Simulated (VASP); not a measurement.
Output of a VASP run:

**OSZICAR**
```
       N       E                     dE             d eps       ncg     rms          rms(c)
DAV:   1     0.117461093485E+03    0.11746E+03   -0.94882E+03  2032   0.134E+03
DAV:   2    -0.124410213688E+02   -0.12990E+03   -0.12512E+03  2180   0.354E+02
DAV:   3    -0.148447004538E+02   -0.24037E+01   -0.23496E+01  2408   0.495E+01
DAV:   4    -0.148685599988E+02   -0.23860E-01   -0.23849E-01  2304   0.503E+00
DAV:   5    -0.148691789023E+02   -0.61890E-03   -0.61889E-03  2568   0.699E-01    0.128E+01
DAV:   6    -0.142788492348E+02    0.59033E+00   -0.36409E+00  2140   0.220E+01    0.237E+00
DAV:   7    -0.142102213404E+02    0.68628E-01   -0.27337E-01  2120   0.628E+00    0.216E+00
DAV:   8    -0.141954761966E+02    0.14745E-01   -0.16390E-02  2172   0.129E+00    0.202E-01
DAV:   9    -0.141953823480E+02    0.93849E-04   -0.22872E-04  2448   0.138E-01    0.136E-01
DAV:  10    -0.141953792310E+02    0.31170E-05   -0.29986E-05  2452   0.719E-02    0.119E-02
DAV:  11    -0.141953778587E+02    0.13723E-05   -0.19835E-06  2372   0.189E-02    0.644E-03
DAV:  12    -0.141953773780E+02    0.48070E-06   -0.63774E-08  1272   0.258E-03    0.234E-04
DAV:  13    -0.141953773953E+02   -0.17313E-07   -0.89936E-09  1064   0.929E-04
   1 F= -.14195377E+02 E0= -.14195296E+02  d E =-.244310E-03
```

File OUTCAR:
```
------------------------ aborting loop because EDIFF is reached ----------------------------------------
  FORCE on cell =-STRESS in cart. coord.  units (eV):
  Direction    XX          YY          ZZ          XY          YZ          ZX
  --------------------------------------------------------------------------------------
  Total        1.0568347      1.0568347      1.0568347     -0.0000000     -0.0000000      0.0000000
  in kB       64.2451706     64.2451706     64.2451706     -0.0000000     -0.0000000      0.0000000
  external PRESSURE =      64.2451706 kB  Pullay stress =       0.0000000 kB
  volume of cell :       26.36
      direct lattice vectors                 reciprocal lattice vectors
     2.975950618  0.000000000  0.000000000     0.336027081  0.000000000  0.000000000
     0.000000000  2.975950618  0.000000000     0.000000000  0.336027081  0.000000000
     0.000000000  0.000000000  2.975950618     0.000000000  0.000000000  0.336027081
 POSITION                                       TOTAL-FORCE (eV/Angst)
 -----------------------------------------------------------------------------------
      1.48798      1.48798      1.48798         0.000000      0.000000      0.000000
      0.00000      0.00000      0.00000         0.000000      0.000000      0.000000
 -----------------------------------------------------------------------------------
    total drift:                                0.000000      0.000000      0.000000
  FREE ENERGIE OF THE ION-ELECTRON SYSTEM (eV)
  ---------------------------------------------------
  free  energy   TOTEN  =       -14.1953773953 eV

  energy  without entropy=      -14.1951330849  energy(sigma->0) =      -14.19529596
```
(Selected blocks of OUTCAR.)

**POSCAR**
```
RuAl
1
    2.9759506181     0.0000000000     0.0000000000
    0.0000000000     2.9759506181     0.0000000000
    0.0000000000     0.0000000000     2.9759506181
Al Ru
1 1
Direct
  0.5000000000   0.5000000000   0.5000000000
  0.0000000000   0.0000000000   0.0000000000
```

Task: Write an INCAR and KPOINTS that could have produced this output.

Result: This is not unique; one that fits is the input of the run itself, PW91 GGA, plane waves, VASP's PBE PAW potentials (set 64).

**KPOINTS**
```
Automatic
0
Gamma
12 12 12
0 0 0
```

**INCAR**
```
# general
SYSTEM   =  RuAl
PREC     =  Accurate
ENCUT    =  520
LREAL    =  .FALSE.
LASPH    =  .TRUE.

# electronic loop
EDIFF    =  1E-7
NELM     =  100
ALGO     =  Normal
LMAXMIX  =  4

# smearing
ISMEAR   =  1
SIGMA    =  0.1

# functional
GGA      =  91

# ions
ISIF     =  2

# output
LWAVE    =  .FALSE.
LCHARG   =  .FALSE.
```

POTCAR, in this order: Al Ru_pv (PBE.64 set). Program: vasp_std.

The compound is RuAl in the CsCl type structure. This cell is one point of a volume scan, at 0.97 of the reference volume. The electron count is odd and the run is not spin-polarised, which forces a metal.
